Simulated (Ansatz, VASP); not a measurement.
# Ti (Titanium): VASP beside Ansatz, part 2 of 2

Wanted: the spread between two codes on one cell, functional and k mesh. The cell is taken from a series of runs on this material, whose earlier steps may have relaxed, scaled, displaced or heated it; both programs get it as it stands.

VASP 6.6.1 and Ansatz 0.2.0.

So far: Starting point; Ansatz: zone-centre phonons, PBEsol.

## (3) VASP: zone-centre phonons, PBEsol

Level of this step: PBEsol; plane waves and PAW (Ti_sv) (VASP).

The same cell, functional, mesh and smearing now go to VASP, with its own data sets.

Lines of VASP's logs that name or quote its potential files are left out, and so is its time.

Contents of INCAR:

```
SYSTEM = Ti
PREC = Accurate
ENCUT = 500
EDIFF = 1E-08
NELM = 120
ISMEAR = 1
SIGMA = 0.2
LREAL = .FALSE.
ALGO = Normal
GGA = PS
NBANDS = 18
LASPH = .TRUE.
LORBIT = 11
LWAVE = .FALSE.
LCHARG = .FALSE.
ISIF = 2
IBRION = 8
GGA_COMPAT = .FALSE.
KPAR = 2
```

Contents of POSCAR:

```
Ti
1.0
    2.9589134218      0.0000000000      0.0000000000
   -1.4794567109      2.5624941909      0.0000000000
    0.0000000000      0.0000000000      4.6737254991
Ti
2
Direct
    0.3333333333      0.6666666667      0.2500000000
    0.6666666667      0.3333333333      0.7500000000
```

Contents of KPOINTS:

```
Automatic mesh
0
Gamma
18 18 12
0 0 0
```

Potentials, in the order of the species: Ti_sv (PBE family, release 64).

Run with:

```sh
mpirun -np 2 vasp_std
```

Numbers of over 12 decimals in the logs are rounded to 6 here.

The program printed:

```text
[banner, memory and clock lines left out]
running    2 mpi-ranks, on    1 nodes
 distrk:  each k-point on    1 cores,    2 groups
 distr:  one band on    1 cores,    1 groups

 POSCAR found type information on POSCAR Ti
 POSCAR found :  1 types and       2 ions
|                                                                             |
|               ----> ADVICE to this user running VASP <----                  |
|                                                                             |
|     You enforced a specific xc type in the INCAR file but a different       |
|     [... a line on the potential file left out ...]
|     I HOPE YOU KNOW WHAT YOU ARE DOING!                                     |
|                                                                             |

 LDA part: xc-table for (Slater+PW92), standard interpolation
 POSCAR, INCAR and KPOINTS ok, starting setup
 FFT: planning ... GRIDC
 FFT: planning ... GRID_SOFT
 FFT: planning ... GRID
 WAVECAR not read
 entering main loop
       N       E                     dE             d eps       ncg     rms          rms(c)
DAV:   1     0.253403592869E+03    0.25340E+03   -0.12918E+04  9332   0.161E+03
DAV:   2     0.106343891171E+02   -0.24277E+03   -0.23975E+03  9548   0.449E+02
DAV:   3    -0.178507680967E+02   -0.28485E+02   -0.28167E+02 17662   0.126E+02
DAV:   4    -0.190143107672E+02   -0.11635E+01   -0.11623E+01 10646   0.269E+01
DAV:   5    -0.190744007878E+02   -0.60090E-01   -0.60076E-01 14748   0.425E+00    0.122E+01
DAV:   6    -0.166454856118E+02    0.24289E+01   -0.90482E+00 10938   0.310E+01    0.287E+00
DAV:   7    -0.166200587149E+02    0.25427E-01   -0.86534E-01 14224   0.684E+00    0.206E+00
DAV:   8    -0.166428834096E+02   -0.22825E-01   -0.22140E-01 11052   0.573E+00    0.705E-01
DAV:   9    -0.166335857268E+02    0.92977E-02   -0.56528E-02 11212   0.238E+00    0.664E-02
DAV:  10    -0.166338556428E+02   -0.26992E-03   -0.25012E-03 13626   0.339E-01    0.931E-02
DAV:  11    -0.166339618447E+02   -0.10620E-03   -0.27071E-04 11130   0.114E-01    0.298E-02
DAV:  12    -0.166339572265E+02    0.46182E-05   -0.39632E-05 12766   0.456E-02    0.100E-02
DAV:  13    -0.166339570678E+02    0.15864E-06   -0.12272E-06 11772   0.996E-03    0.288E-03
DAV:  14    -0.166339572446E+02   -0.17680E-06   -0.50668E-07 12792   0.578E-03    0.794E-04
DAV:  15    -0.166339571835E+02    0.61136E-07   -0.40913E-08 10594   0.160E-03    0.331E-04
DAV:  16    -0.166339571678E+02    0.15731E-07   -0.56862E-09  5580   0.627E-04    0.118E-04
DAV:  17    -0.166339571883E+02   -0.20536E-07   -0.10572E-09  5346   0.267E-04    0.253E-05
DAV:  18    -0.166339571839E+02    0.44297E-08   -0.29126E-10  5194   0.130E-04
   1 F= -.16633957E+02 E0= -.16635725E+02  d E =0.530254E-02
 Linear response reoptimize wavefunctions to high precision
DAV:   1    -0.166339571832E+02    0.70077E-09   -0.13165E-10  5434   0.757E-05
DAV:   2    -0.166339571832E+02   -0.14097E-10   -0.73225E-11  5140   0.488E-05
 Linear response DOF=           2
 Linear response progress:
  Degree of freedom:   1/  2
       N       E                     dE             d eps       ncg     rms          rms(c)
RMM:   1    -0.588283979490E+00   -0.58828E+00    0.27628E+01 41457   0.144E+02
RMM:   2    -0.564912015485E+00    0.23372E-01   -0.35225E-01 75485   0.474E+00    0.263E-01
RMM:   3    -0.561663272165E+00    0.32487E-02   -0.20301E-02 84452   0.125E+00    0.118E-01
RMM:   4    -0.561821561537E+00   -0.15829E-03   -0.91805E-03 98796   0.554E-01    0.159E-02
RMM:   5    -0.562421302324E+00   -0.59974E-03   -0.16180E-03104309   0.207E-01    0.114E-02
RMM:   6    -0.563047709244E+00   -0.62641E-03   -0.69585E-04103236   0.104E-01    0.104E-02
RMM:   7    -0.563281419357E+00   -0.23371E-03   -0.14341E-04 99456   0.496E-02    0.430E-03
RMM:   8    -0.563483145482E+00   -0.20173E-03   -0.52650E-05102714   0.284E-02    0.103E-03
RMM:   9    -0.563536277771E+00   -0.53132E-04   -0.18996E-05105700   0.152E-02    0.431E-04
RMM:  10    -0.563540194256E+00   -0.39165E-05    0.31484E-06106836   0.815E-03    0.201E-04
RMM:  11    -0.563544317251E+00   -0.41230E-05   -0.39526E-06107979   0.462E-03    0.113E-04
RMM:  12    -0.563547699492E+00   -0.33822E-05   -0.19549E-06106021   0.281E-03    0.535E-05
RMM:  13    -0.563544485562E+00    0.32139E-05   -0.42797E-06105730   0.185E-03    0.744E-05
RMM:  14    -0.563546158389E+00   -0.16728E-05   -0.25753E-06104555   0.126E-03    0.354E-05
[...]
RMM:  25    -0.563547848425E+00    0.13594E-08   -0.61311E-07104425   0.199E-04    0.179E-06
RMM:  26    -0.563547849416E+00   -0.99125E-09   -0.20042E-07 94164   0.184E-04    0.245E-06
RMM:  27    -0.563547850449E+00   -0.10334E-08   -0.42209E-07 91556   0.174E-04    0.446E-06
RMM:  28    -0.563547849810E+00    0.63926E-09   -0.13256E-07 89081   0.164E-04    0.489E-06
RMM:  29    -0.563547850521E+00   -0.71112E-09   -0.19755E-07 79938   0.156E-04    0.547E-06
RMM:  30    -0.563547852965E+00   -0.24439E-08   -0.10054E-07 86896   0.150E-04    0.543E-06
RMM:  31    -0.563547853801E+00   -0.83552E-09   -0.11414E-07 77161   0.144E-04    0.595E-06
RMM:  32    -0.563547853955E+00   -0.15492E-09   -0.30987E-08 73818   0.139E-04    0.624E-06
 first order change of Fermi-energy   0.58944E-04
 force on displaced ion       1 direction 1 :  -1.501  -0.000   0.000
 Linear response progress:
  Degree of freedom:   2/  2
       N       E                     dE             d eps       ncg     rms          rms(c)
RMM:   1    -0.685533366441E+00   -0.68553E+00    0.30590E+01 14246   0.146E+02
RMM:   2    -0.652360737063E+00    0.33173E-01   -0.35482E-01 26324   0.477E+00    0.275E-01
RMM:   3    -0.650159154623E+00    0.22016E-02   -0.24523E-02 28970   0.128E+00    0.123E-01
RMM:   4    -0.651265893648E+00   -0.11067E-02   -0.11326E-02 33011   0.584E-01    0.573E-02
RMM:   5    -0.651643754340E+00   -0.37786E-03   -0.19926E-03 31298   0.237E-01    0.204E-02
RMM:   6    -0.652174698197E+00   -0.53094E-03   -0.85464E-04 35392   0.126E-01    0.118E-02
RMM:   7    -0.652512878691E+00   -0.33818E-03   -0.15812E-04 34907   0.567E-02    0.733E-03
RMM:   8    -0.652970679478E+00   -0.45780E-03   -0.55889E-05 32330   0.340E-02    0.213E-03
RMM:   9    -0.653000799431E+00   -0.30120E-04   -0.18984E-05 35360   0.173E-02    0.727E-04
RMM:  10    -0.652987380947E+00    0.13418E-04   -0.12873E-05 35761   0.977E-03    0.256E-04
RMM:  11    -0.652989827090E+00   -0.24461E-05   -0.79319E-06 36678   0.564E-03    0.197E-04
RMM:  12    -0.652995964744E+00   -0.61377E-05   -0.66646E-06 34884   0.358E-03    0.837E-05
RMM:  13    -0.652997601242E+00   -0.16365E-05   -0.60219E-06 36583   0.241E-03    0.452E-05
RMM:  14    -0.652996891846E+00    0.70940E-06   -0.56828E-06 36388   0.164E-03    0.195E-05
[...]
RMM:  24    -0.652997779457E+00   -0.44760E-07   -0.14332E-06 34872   0.348E-04    0.962E-06
RMM:  25    -0.652997754292E+00    0.25164E-07   -0.10499E-06 31777   0.325E-04    0.115E-05
RMM:  26    -0.652997789971E+00   -0.35678E-07   -0.90559E-07 31392   0.306E-04    0.124E-05
RMM:  27    -0.652997784818E+00    0.51529E-08   -0.73249E-07 29457   0.290E-04    0.140E-05
RMM:  28    -0.652997805826E+00   -0.21008E-07   -0.71780E-07 28725   0.276E-04    0.153E-05
RMM:  29    -0.652997805200E+00    0.62659E-09   -0.57289E-07 27380   0.263E-04    0.165E-05
RMM:  30    -0.652997834511E+00   -0.29312E-07   -0.79560E-07 27321   0.252E-04    0.175E-05
RMM:  31    -0.652997812526E+00    0.21985E-07   -0.40593E-07 27583   0.242E-04    0.183E-05
 first order change of Fermi-energy  -0.14904E-03
 force on displaced ion       1 direction 3 :  -0.000   0.000  -2.115
 Linear response finished
```

OUTCAR, selected parts (step 3):

```text
ion  position               nearest neighbor table
   1  0.333  0.667  0.250-   2 2.89   2 2.89   2 2.89   2 2.89   2 2.89   2 2.89
   2  0.667  0.333  0.750-   1 2.89   1 2.89   1 2.89   1 2.89   1 2.89   1 2.89

  LATTYP: Found a hexagonal cell.
 ALAT       =     2.9589134218
 C/A-ratio  =     1.5795411466

 Subroutine GETGRP returns: Found 24 space group operations
 (whereof 12 operations were pure point group operations)

The static configuration has the point symmetry D_3d.
 The point group associated with its full space group is D_6h.

 Found    259 irreducible k-points:

   k-points           NKPTS =    259   k-points in BZ     NKDIM =    259   number of bands    NBANDS=     18

   dimension x,y,z NGX =    24 NGY =   24 NGZ =   36
   dimension x,y,z NGXF=    48 NGYF=   48 NGZF=   72

   ENCUT  =  500.0 eV  36.75 Ry    6.06 a.u.   5.39  5.39  8.52*2*pi/ulx,y,z

   NELECT =      24.0000    total number of electrons

 k-points in reciprocal lattice and weights: Automatic mesh
   0.00000000  0.00000000  0.00000000       0.000
   0.05555556  0.00000000  0.00000000       0.002
   0.11111111  0.00000000  0.00000000       0.002
   0.16666667 -0.00000000  0.00000000       0.002
   0.22222222 -0.00000000  0.00000000       0.002
   0.27777778  0.00000000  0.00000000       0.002
   0.33333333 -0.00000000  0.00000000       0.002
   0.38888889  0.00000000  0.00000000       0.002
   0.44444444 -0.00000000  0.00000000       0.002
[...]
0.33333333  0.27777778  0.50000000       0.003
   0.33333333  0.33333333  0.50000000       0.001

 average (electrostatic) potential at core
       1 -72.5785       2 -72.5785

  Total       -1.4368012     -1.4368012     -1.4385490      0.0000000     -0.0000000      0.0000000
  in kB      -64.9604343    -64.9604343    -65.0394529      0.0000000     -0.0000000      0.0000000
  external PRESSURE =     -64.9867738 kB  Pullay stress =       0.0000000 kB

  energy-cutoff  :      500.00
  volume of cell :       35.44
      direct lattice vectors                 reciprocal lattice vectors
     2.958913422  0.000000000  0.000000000     0.337961899  0.195122394  0.000000000
    -1.479456711  2.562494191  0.000000000     0.000000000  0.390244787  0.000000000
     0.000000000  0.000000000  4.673725499     0.000000000  0.000000000  0.213962074

 POSITION                                       TOTAL-FORCE (eV/Angst)
 -----------------------------------------------------------------------------------
     -0.00000      1.70833      1.16843         0.000000     -0.000000      0.000000
      1.47946      0.85416      3.50529        -0.000000      0.000000      0.000000
 -----------------------------------------------------------------------------------
    total drift:                               -0.000000      0.000000     -0.000000

 Eigenvectors and eigenvalues of the dynamical matrix
 ----------------------------------------------------

   1 f  =    4.646610 THz    29.195512 2PiTHz  154.994229 cm-1    19.216827 meV
             X         Y         Z           dx          dy          dz
     -0.000000  1.708329  1.168431     0.000000    0.000000    0.707107
      1.479457  0.854165  3.505294     0.000000    0.000000   -0.707107

   2 f  =    3.914914 THz    24.598128 2PiTHz  130.587462 cm-1    16.190774 meV
             X         Y         Z           dx          dy          dz
     -0.000000  1.708329  1.168431    -0.000000    0.707107    0.000000
      1.479457  0.854165  3.505294     0.000000   -0.707107   -0.000000

   3 f  =    3.914914 THz    24.598128 2PiTHz  130.587462 cm-1    16.190774 meV
             X         Y         Z           dx          dy          dz
     -0.000000  1.708329  1.168431     0.707107    0.000000    0.000000
      1.479457  0.854165  3.505294    -0.707107   -0.000000    0.000000

   4 f  =    0.000000 THz     0.000000 2PiTHz    0.000002 cm-1     0.000000 meV
             X         Y         Z           dx          dy          dz
     -0.000000  1.708329  1.168431    -0.000624    0.476011    0.522889
      1.479457  0.854165  3.505294    -0.000624    0.476011    0.522889

   5 f/i=    0.000000 THz     0.000000 2PiTHz    0.000000 cm-1     0.000000 meV
             X         Y         Z           dx          dy          dz
     -0.000000  1.708329  1.168431     0.707106    0.000229    0.000635
      1.479457  0.854165  3.505294     0.707106    0.000229    0.000635

   6 f/i=    0.000000 THz     0.000000 2PiTHz    0.000002 cm-1     0.000000 meV
             X         Y         Z           dx          dy          dz
     -0.000000  1.708329  1.168431    -0.000258   -0.522889    0.476011
      1.479457  0.854165  3.505294    -0.000258   -0.522889    0.476011

 ELASTIC MODULI CONTR FROM IONIC RELAXATION (kBar)
 Direction    XX          YY          ZZ          XY          YZ          ZX
 --------------------------------------------------------------------------------
 XX        -141.0222    141.0222     -0.0000     -0.0000     -0.0000      0.0000
 YY         141.0222   -141.0222      0.0000      0.0000      0.0000      0.0000
 ZZ          -0.0000      0.0000     -0.0000     -0.0000     -0.0000      0.0000
 XY          -0.0000      0.0000     -0.0000   -141.0222     -0.0000      0.0000
 YZ          -0.0000      0.0000     -0.0000     -0.0000     -0.0000      0.0000
 ZX           0.0000      0.0000      0.0000      0.0000      0.0000      0.0000
 --------------------------------------------------------------------------------
```

## (4) Comparison

Known differences besides the potentials themselves: the cutoff is 420 eV in Ansatz and 500 eV in VASP; Ansatz makes its cores anew for this functional, VASP keeps those of its PBE data sets. Total energies have different zeros and are not compared.

Compared:

| quantity | Ansatz | VASP | difference |
| --- | --- | --- | --- |
| optical mode 1 to 2 (cm⁻¹) | 130.2 | 130.6 | -0.32 % |
| optical mode 3 (cm⁻¹) | 153.9 | 155.0 | -0.71 % |

Modes are paired by rising frequency, not by their patterns, so a pair may set unlike modes beside each other; they are those without the splitting of longitudinal modes.

## (5) Results

| Item | Value |
| --- | --- |
| r.m.s. difference of the optical zone-centre modes, each program's sorted by frequency (zone-centre phonons, PBEsol) | 0.72 cm⁻¹ |
| difference in optical mode 3 (zone-centre phonons, PBEsol) | -0.7 % |

**Reading.** The r.m.s. difference of the optical zone-centre modes, each program's sorted by frequency is 0.72 cm⁻¹ (zone-centre phonons, PBEsol). Among the rows given in per cent, the largest difference of the zone-centre phonons, PBEsol pair is in optical mode 3, -0.7 %. Such differences can come from data sets, numerical settings and the points named under the comparisons, not from the functional's error against experiment.

[Lines on the potential files, build, host, timing and source positions are cut from VASP's logs without a mark.]

[Logs are printed without paths, hosts, clocks, repeated set-up lines and the standing remarks that a program may print on its own settings, such as how far it seeks lower states.]

[Hosts, paths, dates, database ids (printed as entryN), source tags and the programs' standing remarks are cut or masked in the printed files.]
